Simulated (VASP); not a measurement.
```xyz
2
Lattice="1.2078 -2.0919 0.0000 1.2078 2.0919 0.0000 0.0000 0.0000 3.9025" Properties=species:S:1:pos:R:3 pbc="T T T"
Co     1.2078     0.6973     0.9756
Co     1.2078    -0.6973     2.9269
```
Starting moments (μB, in the order of the record's atoms Co Co): 1.6 1.6.

These are PBE GGA, VASP's PBE PAW potentials (set 64) (plane waves; VASP) values and carry that method's errors. Run with 480 eV cut-off, 16×16×8 Γ-centred mesh, first-order Methfessel-Paxton smearing of 0.10 eV, potentials Co.

Task: Estimate the cell moment, energy per atom (σ→0), pressure, band gap (on the k-mesh) with the smallest direct gap where there is one.

Result: 
```json
{
 "band gap (on the k-mesh)": "none (metal, semimetal or under 0.01 eV)",
 "cell_moment": "3.09 μB",
 "energy per atom (σ→0)": "-672.5 kJ/mol-atom",
 "pressure": "24.75 GPa"
}
```

Task: Give the moment on each site (PAW-sphere projection).

Result: 
```tsv
site	moment (μB)
Co1	1.55
Co2	1.55
```

Total energies compare only between runs with the same potentials, cut-off and functional.

The compound is Co in the hcp structure. This cell was strained or had an atom moved on purpose.
